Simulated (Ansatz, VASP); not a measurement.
# CdF2: VASP beside Ansatz

Wanted: the spread between two codes on one cell, functional and k mesh. The cell is taken from a series of runs on this material, whose earlier steps may have relaxed, scaled, displaced or heated it; both programs get it as it stands.

Main program and level: Ansatz 0.2.0; plane waves, with VASP 6.6.1 beside it; relaxation of cell and atoms at LDA.

**1. Set-up**

The structure is cubic, space group Fm-3m (No. 225). Conventional cell: a = 5.298 Å, b = 5.298 Å, c = 5.298 Å, α = 90.00°, β = 90.00°, γ = 90.00°. Nearest to Cd lie 8 F at 2.29 Å. Nearest to F lie 4 Cd at 2.29 Å. Farther neighbours and most contacts between anions are not listed.

As a file:

```cif
data_structure
_symmetry_space_group_name_H-M 'Fm-3m'
_symmetry_Int_Tables_number 225
_cell_length_a 5.2977
_cell_length_b 5.2977
_cell_length_c 5.2977
_cell_angle_alpha 90.000
_cell_angle_beta 90.000
_cell_angle_gamma 90.000
_cell_volume 148.68
loop_
_atom_site_label
_atom_site_type_symbol
_atom_site_symmetry_multiplicity
_atom_site_Wyckoff_symbol
_atom_site_fract_x
_atom_site_fract_y
_atom_site_fract_z
_atom_site_occupancy
Cd1 Cd 4 a 0.00000 0.00000 0.00000 1
F1 F 8 c 0.75000 0.25000 0.75000 1
```

**2. VASP: relaxation of cell and atoms, LDA**

The relaxed volume is the usual yardstick between codes: in a stiff, nearly cubic crystal its relative difference is about their pressure difference at one cell divided by the bulk modulus.

Lines of VASP's logs that name or quote its potential files are left out, and so is its time.

INCAR reads:

```
SYSTEM = CdF2
PREC = Accurate
ENCUT = 600
EDIFF = 1E-07
NELM = 120
ISMEAR = 0
SIGMA = 0.01
LREAL = .FALSE.
ALGO = Normal
GGA = CA
NBANDS = 19
LORBIT = 11
LWAVE = .FALSE.
LCHARG = .FALSE.
ISIF = 3
IBRION = 2
NSW = 80
EDIFFG = -0.005
LASPH = .TRUE.
GGA_COMPAT = .FALSE.
NELMIN = 4
EFERMI = MIDGAP
```

POSCAR reads:

```
CdF2
1.0
   -2.6488350000      0.0000000000      2.6488350000
    0.0000000000      2.6488350000      2.6488350000
   -2.6488350000      2.6488350000      0.0000000000
Cd F
1 2
Direct
    0.0000000000      0.0000000000      0.0000000000
    0.7500000944      0.7500000944      0.7500000944
    0.2500000944      0.2500000944      0.2500000944
```

KPOINTS reads:

```
Automatic mesh
0
Gamma
8 8 8
0 0 0
```

PAW data sets: Cd and F (LDA family, release 64).

Command:

```bash
$ mpirun -np 1 vasp_std
```

Numbers of over 12 decimals in the logs are rounded to 6 here.

The program printed:

```text
[banner, memory and clock lines left out]
running    1 mpi-ranks, on    1 nodes
 distrk:  each k-point on    1 cores,    1 groups
 distr:  one band on    1 cores,    1 groups

 POSCAR found type information on POSCAR CdF
 POSCAR found :  2 types and       3 ions
 LDA part: xc-table for (Slater(with rela. corr.)+CA(PZ))
 , standard interpolation
 POSCAR, INCAR and KPOINTS ok, starting setup
 FFT: planning ... GRIDC
 FFT: planning ... GRID_SOFT
 FFT: planning ... GRID
 WAVECAR not read
 entering main loop
       N       E                     dE             d eps       ncg     rms          rms(c)
DAV:   1     0.214923197181E+03    0.21492E+03   -0.17011E+04  1126   0.157E+03
DAV:   2    -0.462017885939E+01   -0.21954E+03   -0.21211E+03  1174   0.378E+02
DAV:   3    -0.142005288051E+02   -0.95803E+01   -0.95498E+01  1229   0.870E+01
DAV:   4    -0.142463681828E+02   -0.45839E-01   -0.45836E-01  1174   0.612E+00
DAV:   5    -0.142465305742E+02   -0.16239E-03   -0.16239E-03  1219   0.341E-01    0.108E+01
DAV:   6    -0.127595198428E+02    0.14870E+01   -0.37138E+00  1414   0.364E+01    0.817E+00
DAV:   7    -0.127695492486E+02   -0.10029E-01   -0.68059E-01  1123   0.811E+00    0.469E+00
DAV:   8    -0.127459410693E+02    0.23608E-01   -0.12991E-01  1156   0.345E+00    0.673E-01
DAV:   9    -0.127379147061E+02    0.80264E-02   -0.27679E-02  1361   0.226E+00    0.874E-02
DAV:  10    -0.127381886390E+02   -0.27393E-03   -0.27336E-03  1150   0.535E-01    0.656E-02
DAV:  11    -0.127382039764E+02   -0.15337E-04   -0.58693E-05  1213   0.118E-01    0.288E-02
DAV:  12    -0.127382014276E+02    0.25488E-05   -0.20924E-05  1129   0.450E-02    0.135E-02
DAV:  13    -0.127382015347E+02   -0.10709E-06   -0.18268E-06  1183   0.198E-02    0.180E-03
DAV:  14    -0.127382015283E+02    0.63728E-08   -0.19683E-07   900   0.493E-03
   1 F= -.12738202E+02 E0= -.12738202E+02  d E =-.127382E+02
 curvature:   0.00 expect dE= 0.000E+00 dE for cont linesearch  0.000E+00
 trial: gam= 0.00000 g(F)=  0.964E-40 g(S)=  0.298E-02 ort = 0.000E+00 (trialstep = 0.100E+01)
 search vector abs. value=  0.298E-02
 bond charge predicted
       N       E                     dE             d eps       ncg     rms          rms(c)
DAV:   1    -0.127790571980E+02   -0.40856E-01   -0.77611E-01  1138   0.105E+01    0.154E+00
DAV:   2    -0.127420835050E+02    0.36974E-01   -0.12431E-01  1132   0.335E+00    0.360E-01
DAV:   3    -0.127394892802E+02    0.25942E-02   -0.54975E-03  1158   0.152E+00    0.381E-01
DAV:   4    -0.127391217694E+02    0.36751E-03   -0.84505E-04  1224   0.359E-01    0.256E-01
DAV:   5    -0.127390180697E+02    0.10370E-03   -0.19833E-04  1108   0.160E-01    0.244E-02
DAV:   6    -0.127390089342E+02    0.91355E-05   -0.40131E-05  1401   0.136E-01    0.522E-03
DAV:   7    -0.127390093747E+02   -0.44049E-06   -0.33637E-06  1108   0.163E-02    0.304E-03
DAV:   8    -0.127390093739E+02    0.79126E-09   -0.12313E-07   786   0.549E-03
   2 F= -.12739009E+02 E0= -.12739009E+02  d E =-.807846E-03
 trial-energy change:   -0.000808  1 .order   -0.000813   -0.002977    0.001351
 step:   0.6863(harm=  0.6878)  dis= 0.00000  next Energy=   -12.739221 (dE=-0.102E-02)
 bond charge predicted
       N       E                     dE             d eps       ncg     rms          rms(c)
DAV:   1    -0.127431652426E+02   -0.41559E-02   -0.76275E-02  1141   0.326E+00    0.481E-01
DAV:   2    -0.127395160341E+02    0.36492E-02   -0.12248E-02  1138   0.105E+00    0.110E-01
DAV:   3    -0.127392617679E+02    0.25427E-03   -0.54260E-04  1155   0.492E-01    0.114E-01
DAV:   4    -0.127392263390E+02    0.35429E-04   -0.87350E-05  1229   0.115E-01    0.772E-02
DAV:   5    -0.127392164720E+02    0.98669E-05   -0.20837E-05  1108   0.535E-02    0.853E-03
DAV:   6    -0.127392155031E+02    0.96888E-06   -0.44813E-06  1398   0.454E-02    0.184E-03
DAV:   7    -0.127392155466E+02   -0.43468E-07   -0.35676E-07  1007   0.554E-03
   3 F= -.12739216E+02 E0= -.12739216E+02  d E =-.101402E-02
 curvature:  -0.34 expect dE=-0.511E-08 dE for cont linesearch -0.511E-08
 trial: gam= 0.00000 g(F)=  0.391E-39 g(S)=  0.149E-07 ort =-0.665E-05 (trialstep = 0.937E+00)
 search vector abs. value=  0.150E-07
 reached required accuracy - stopping structural energy minimisation
```

From OUTCAR (step 2):

```text
ion  position               nearest neighbor table
   1  0.000  0.000  0.000-   2 2.29   3 2.29   3 2.29   3 2.29   2 2.29   2 2.29   2 2.29   3 2.29

  LATTYP: Found a face centered cubic cell.
 ALAT       =     5.2976700000

 Subroutine GETGRP returns: Found 48 space group operations
 (whereof 48 operations were pure point group operations)

The static configuration has the point symmetry O_h .

 Found     29 irreducible k-points:

   k-points           NKPTS =     29   k-points in BZ     NKDIM =     29   number of bands    NBANDS=     19

   dimension x,y,z NGX =    30 NGY =   30 NGZ =   30
   dimension x,y,z NGXF=    60 NGYF=   60 NGZF=   60

   ENCUT  =  600.0 eV  44.10 Ry    6.64 a.u.   7.48  7.48  7.48*2*pi/ulx,y,z

   NELECT =      26.0000    total number of electrons

 k-points in reciprocal lattice and weights: Automatic mesh
   0.00000000  0.00000000  0.00000000       0.002
   0.12500000  0.00000000  0.00000000       0.016
   0.25000000  0.00000000  0.00000000       0.016
   0.37500000  0.00000000  0.00000000       0.016
   0.50000000  0.00000000  0.00000000       0.008
   0.12500000  0.12500000  0.00000000       0.012
   0.25000000  0.12500000  0.00000000       0.047
   0.37500000  0.12500000  0.00000000       0.047
   0.50000000  0.12500000  0.00000000       0.047
[...]
-0.37500000  0.50000000  0.12500000       0.023
  -0.25000000  0.50000000  0.25000000       0.012

 average (electrostatic) potential at core
       1 -39.5130       2 -77.6421       3 -77.6421

 E-fermi :   0.1520

 k-point     1 :       0.0000    0.0000    0.0000
  band No.  band energies     occupation
    ...
      9      -2.4446      2.00000
     10      -2.4446      2.00000
     11      -1.7445      2.00000
     12      -1.7445      2.00000
     13      -1.7445      2.00000
     14       1.6255      0.00000
     15      11.1779      0.00000
     16      11.1779      0.00000
     17      11.1779      0.00000
     18      16.1824      0.00000
    ...

 k-point     2 :       0.1250    0.0000    0.0000
  band No.  band energies     occupation
    ...
      9      -2.5416      2.00000
     10      -2.5416      2.00000
     11      -1.8921      2.00000
     12      -1.7500      2.00000
     13      -1.7500      2.00000
     14       2.2401      0.00000
     15      10.4550      0.00000
     16      11.4300      0.00000
     17      11.4300      0.00000
     18      17.2405      0.00000
    ...

 k-point     3 :       0.2500    0.0000    0.0000
  band No.  band energies     occupation
    ...
      9      -2.8358      2.00000
     10      -2.8358      2.00000
     11      -2.4900      2.00000
     12      -1.7323      2.00000
     13      -1.7323      2.00000
     14       3.6037      0.00000
     15       9.2835      0.00000
     16      12.0855      0.00000
     17      12.0855      0.00000
     18      17.4465      0.00000
    ...

  Total       -0.0005551     -0.0005551     -0.0005551      0.0000000      0.0000000     -0.0000000
  in kB       -0.0237325     -0.0237325     -0.0237325      0.0000000      0.0000000     -0.0000000
  external PRESSURE =      -0.0237325 kB  Pullay stress =       0.0000000 kB

  energy-cutoff  :      600.00
  volume of cell :       37.48
      direct lattice vectors                 reciprocal lattice vectors
    -2.656096854  0.000000000  2.656096854    -0.188246147 -0.188246147  0.188246147
     0.000000000  2.656096854  2.656096854     0.188246147  0.188246147  0.188246147
    -2.656096854  2.656096854  0.000000000    -0.188246147  0.188246147 -0.188246147

 POSITION                                       TOTAL-FORCE (eV/Angst)
 -----------------------------------------------------------------------------------
     -0.00000      0.00000      0.00000        -0.000000      0.000000      0.000000
     -3.98415      3.98415      3.98415        -0.000000      0.000000      0.000000
     -1.32805      1.32805      1.32805         0.000000     -0.000000     -0.000000
 -----------------------------------------------------------------------------------
    total drift:                                0.001769     -0.001769     -0.001769

  FREE ENERGIE OF THE ION-ELECTRON SYSTEM (eV)
  ---------------------------------------------------
  free  energy   TOTEN  =       -12.7392155466 eV

  energy  without entropy=      -12.7392155466  energy(sigma->0) =      -12.73921555

 reached required accuracy - stopping structural energy minimisation

 total charge
# of ion       s       p       d       tot
------------------------------------------
    1        0.250   0.221   9.689  10.160
    2        1.727   4.325   0.000   6.052
    3        1.727   4.325   0.000   6.052
--------------------------------------------------
tot          3.704   8.871   9.689  22.263

[... 3 further parts left out ...]
```

CONTCAR:

```
CdF2
   1.00000000000000
    -2.6560968537751037    0.0000000000000000    2.6560968537751037
     0.0000000000000000    2.6560968537751037    2.6560968537751037
    -2.6560968537751037    2.6560968537751037    0.0000000000000000
  Cd              F
     1     2
Direct
     0.0000000000000000    0.0000000000000000    0.0000000000000000
     0.7500000944000007    0.7500000944000007    0.7500000944000007
     0.2500000944000007    0.2500000944000007    0.2500000944000007
```

The run keeps the 48 symmetry operations of its start, so it cannot find a distortion of lower symmetry.

**3. Ansatz: relaxation of cell and atoms, LDA**

Ansatz runs on its default PAW (the set named soft_2) files.

The same cell, functional (in two slightly different forms) and mesh now go to Ansatz, which takes its cutoff from its data sets.

input.yaml reads:

```yaml
crystal:
  lattice:
    - [-2.6488351312, 0.0, 2.6488351312]
    - [0.0, 2.6488351312, 2.6488351312]
    - [-2.6488351312, 2.6488351312, 0.0]
  atoms:
    - { symbol: Cd, position: [0.0, 0.0, 0.0] }
    - { symbol: F, position: [0.75, 0.75, 0.75] }
    - { symbol: F, position: [0.25, 0.25, 0.25] }
kpoints:
  mp_grid: { grid: [8, 8, 8] }
hamiltonian:
  xc: lda
scf:
  occupations: { method: fixed }
output:
  forces: true
  stress: true
  eigenvalues: true
relax:
  adjacent_minimum: "off"
  f_tol: 0.001
  max_steps: 60
  cell: { stress_tol: 0.01 }
```

Command:

```bash
$ ansatz run input.yaml --threads 2 --pin off --max-ram 5120MiB --backend cpu --events-out ev --progress --plain --runs-dir out
```

The program printed:

```text
Engine: ansatz 0.2.0, x86_64-unknown-linux-gnu
Pseudopotentials: kind: paw
Pseudopotential: Cd, paw, valence charge 20, recommended cutoff 420 eV (normal), Cd.paw.azcp
Pseudopotential: F, paw, valence charge 7, recommended cutoff 420 eV (normal), F.paw.azcp
Functional definition: SPW92
  exchange = slater_x
  correlation = pw_c
Crystal: 3 atoms, lattice volume = 37.170 Å³
Basis set: ecut = 420 eV, 725 PW (Γ)
Bands: 21, of which v1, the nominal top of the filled ones, is band 17 counted from 1 (16 counted from 0)
Symmetry: 48 space group operations
Space group: Fm-3m (ITA 225), of the structure as read, at distance tolerance 3.3e-5 Å
k-points: 29 of 512
Non-local potential: Cd, projectors of the file, l = 0: 3, l = 1: 2, l = 2: 2, l = 3: 1
Non-local potential: F, projectors of the file, l = 0: 2, l = 1: 2, l = 2: 1
PAW form: soft (Blöchl's): semilocal exchange-correlation on the pseudo side does not see the compensation charge
PAW frozen core: Cd, regenerated for the run's functional, and the local potential with it (the file was generated under x = pbe(κ = 0.804, μ = 0.219515), c = pbe(β = 0.066725))
PAW frozen core: F, regenerated for the run's functional, and the local potential with it (the file was generated under x = pbe(κ = 0.804, μ = 0.219515), c = pbe(β = 0.066725))
PAW one-centre angular grid: Cd, 590 points (default); XC on 64 Gauss nodes
PAW one-centre angular grid: F, 110 points (default); XC on 64 Gauss nodes
Initial density: superposition of atomic densities (neutral atoms: chi_scale 0, normalization atom), corrected by the library's trained network
Initial wavefunctions: pseudopotential atomic-orbital guess
Functional: x = slater, c = lda
SCF iter   1: F=—  HF=-9706.395910 eV  |F-HF|=—  |Δ(HF+E_count)|=         —  Δρ=2.36e-2  dr2=1.46e-1  ethr=1.77e-3  ⟨swp⟩=4.1  Hψ=2172  notcnv=0  defer=41
preconditioner: auto → none  [insulator: Δε(μ)=2.715 eV  Ē_g=16.439 eV  n_scr=14 (ndim 8)  ℏωp=31.1 eV  f_vac=0.123  ε∞_Penn≈4.6]
SCF iter   2: F=—  HF=-9706.360131 eV  |F-HF|=—  |Δ(HF+E_count)|=   3.58e-2  Δρ=1.21e-2  dr2=2.63e-2  ethr=4.28e-4  ⟨swp⟩=2.0  Hψ=1279  notcnv=0  defer=55
SCF iter   3: F=—  HF=-9706.351799 eV  |F-HF|=—  |Δ(HF+E_count)|=   8.33e-3  Δρ=2.04e-3  dr2=7.23e-4  ethr=7.74e-5  ⟨swp⟩=2.0  Hψ=1041  notcnv=0  defer=56
SCF iter   4: F=—  HF=-9706.351577 eV  |F-HF|=—  |Δ(HF+E_count)|=   2.22e-4  Δρ=8.55e-4  dr2=8.60e-5  ethr=2.13e-6  ⟨swp⟩=1.8  Hψ=678  notcnv=0  defer=50
SCF iter   5: F=—  HF=-9706.351528 eV  |F-HF|=—  |Δ(HF+E_count)|=   4.88e-5  Δρ=2.98e-5  dr2=1.61e-7  ethr=2.53e-7  ⟨swp⟩=2.0  Hψ=986  notcnv=0
SCF iter   6: F=-9706.351528 eV  HF=-9706.351528 eV  |F-HF|=1.12e-9  |Δ(HF+E_count)|=   5.98e-9  Δρ=4.22e-6  dr2=3.43e-9  ethr=2.94e-10  ⟨swp⟩=6.0  Hψ=2502  notcnv=0
SCF 1 converged in 6 iterations: F = -9706.351528 eV  dr2 = 3.43e-9
  greatest PAW one-centre occupation: 1.000 electrons in one spin orbital (limit 2), on the Cd atom at site 0 (counted from 0), in its partial waves of l = 0
relax step   1: F+E_penalty+E_count = -9706.35152796 eV  Δ(F+E_penalty+E_count) = +0.000e0 eV  max|allowed force component| = 6.168e-18 eV/Å  Δτ_max = 0.0000 Å  P = -0.020 GPa  Ω = 37.170 Å³  (6 SCF iters, dr2 threshold 1.00e-7 eV, accepted)
[...]
relax step   2: F+E_penalty+E_count = -9706.35155910 eV  Δ(F+E_penalty+E_count) = -3.114e-5 eV  max|allowed force component| = 2.274e-17 eV/Å  Δτ_max = 0.0000 Å  P = -0.001 GPa  Ω = 37.165 Å³  energy of the carried Pulay correction = +3.080e-5 eV  (4 SCF iters, dr2 threshold 9.74e-10 eV, accepted)
[...]
relax step   3: F+E_penalty+E_count = -9706.35155910 eV  Δ(F+E_penalty+E_count) = -1.983e-10 eV  max|allowed force component| = 2.602e-17 eV/Å  Δτ_max = 0.0000 Å  P = -0.002 GPa  Ω = 37.165 Å³  stress off target by 1.93e-3 GPa  SCF on the basis re-selected at this cell (its energy is not comparable with the rows above)  (4 SCF iters)
basis re-selected at this cell: Δ(F+E_penalty+E_count) = -1.983e-10 eV, ΔP = -0.001 GPa vs the last step (what re-selecting the basis moved, of the pressure what is left beyond the Pulay correction that the steps carried, after the strain that the cell walked since its last selection, with what the two solves' SCF thresholds leave and, on support functions, any second-order correction that the steps lacked; it is no  [...]
SCF converged after 4 iterations
Free energy (F): -9706.351559 eV
Harris-Foulkes:  -9706.351559 eV  (|F-HF|=3.64e-12)
Internal energy: -9706.351559 eV  (E = F + TS)
E sigma→0 (E₀):  -9706.351559 eV
Fermi energy:    6.809685 eV
--- Per-component energies (eV) ---
  E_band       = -467.068079
  E_kinetic    = 916.405018
  E_local      = -4133.114561  (includes V_loc(G=0)·N_el)
  E_nonlocal   = 196.204104
  E_hartree    = 1828.069078
  E_xc         = -330.419384
  E_vxc        = -421.916403  (∫ρ·V_xc dr)
  E_paw        = -4325.766532  (= ΣΔE_a)
  E_vpaw       = -680.788434  (= ΣTr[D̂ρ^β])
  E_aug_tail   = 0.004109  (compensation charges beyond the density's cutoff)
  E_ewald      = -3858.726464
  E_core_change = 0.993072  (= ΣΔE_core)
  E_smearing   = -0.000000  (= −TS)
  E_closure    = 0.000000  (closes the sum)
  Σ components = -9706.351559   (vs F -9706.351559, Δ=0.00e0)
--- Forces (eV/Å), atoms counted from 1 ---
  atom   1  Cd     0.00000000     0.00000000     0.00000000
  atom   2  F      0.00000000     0.00000000     0.00000000
  atom   3  F     -0.00000000    -0.00000000    -0.00000000
  max |Σ_I F_I| component: 6.94e-18 eV/Å
--- Stress (GPa, compression-positive) ---
       -0.001927      -0.000000       0.000000
        0.000000      -0.001927      -0.000000
        0.000000      -0.000000      -0.001927
  P = ⅓ Tr σ = -0.0019 GPa (-0.019 kbar)
--- Band table (eV; the first three rows and the last of 29) ---
  k-point 0: bands = [... 13 lower, 5.6546, 6.4038, 6.4038, 6.4038, 9.8021, 19.3470, 19.3470, 19.3470]
  k-point 1: bands = [... 13 lower, 5.5612, 6.2497, 6.3949, 6.3949, 10.4165, 18.6200, 19.6036, 19.6036]
  k-point 2: bands = [... 13 lower, 5.2695, 5.6409, 6.4087, 6.4087, 11.7833, 17.4427, 20.2719, 20.2719]
  k-point 28: bands = [... 13 lower, 5.1451, 5.1451, 6.0643, 6.8097, 15.0468, 18.0058, 18.5627, 18.5627]
--- Relaxed structure (2 steps of the walk, 2 accepted, 1 SCFs on fresh bases) ---
  F+E_penalty+E_count = -9706.35155910 eV   max|allowed force component| = 2.602e-17 eV/Å   (the final SCF, on the basis selected at the relaxed cell)
  cell:  # Å, volume = 37.1649 Å³
    - [-2.648711, 0, 2.648711]
    - [0, 2.648711, 2.648711]
    - [-2.648711, 2.648711, 0]
  atoms:
    - { symbol: Cd, position: [0, 0, 0] }
    - { symbol: F, position: [0.750000, 0.750000, 0.750000] }
    - { symbol: F, position: [0.25, 0.25, 0.25] }
```

**4. Comparison**

Known differences besides the potentials themselves: the two LDA forms differ slightly; fixed occupations in Ansatz, narrow Gaussian smearing in VASP; the data sets hold 34 valence electrons in Ansatz (on its default PAW (the set named soft_2) files) and 26 in VASP; the cutoff is 420 eV in Ansatz and 600 eV in VASP; VASP's log shows a relativistic correction to its local exchange, Ansatz's none; Ansatz adds a Pulay correction to the stress that steers its cell, VASP none. Total energies have different zeros and are not compared.

Compared:

| quantity | Ansatz | VASP | difference |
| --- | --- | --- | --- |
| volume (Å³) | 37.16 | 37.48 | -0.83 % |
| edge a after relaxation, in the typed setting (Å) | 3.746 | 3.756 | -0.28 % |

**5. Summary of results**

| Property | Result |
| --- | --- |
| difference in volume (relaxation of cell and atoms, LDA) | -0.83 % |

In words: The difference in volume is -0.83 % (relaxation of cell and atoms, LDA), within the 1.2 % picked in this series as the mark of a large difference, as far as the stopping tolerances let one tell. The data sets hold unlike numbers of valence electrons (34 in Ansatz and 26 in VASP), so part of the differences comes from the potentials. Such differences can come from data sets, numerical settings and the points named under the comparisons, not from the functional's error against experiment.

[Lines on the potential files, build, host, timing and source positions are cut from VASP's logs without a mark.]

[Logs are printed without paths, hosts, clocks, repeated set-up lines and the standing remarks that a program may print on its own settings, such as how far it seeks lower states.]

[Hosts, paths, dates, database ids (printed as entryN), source tags and the programs' standing remarks are cut or masked in the printed files.]
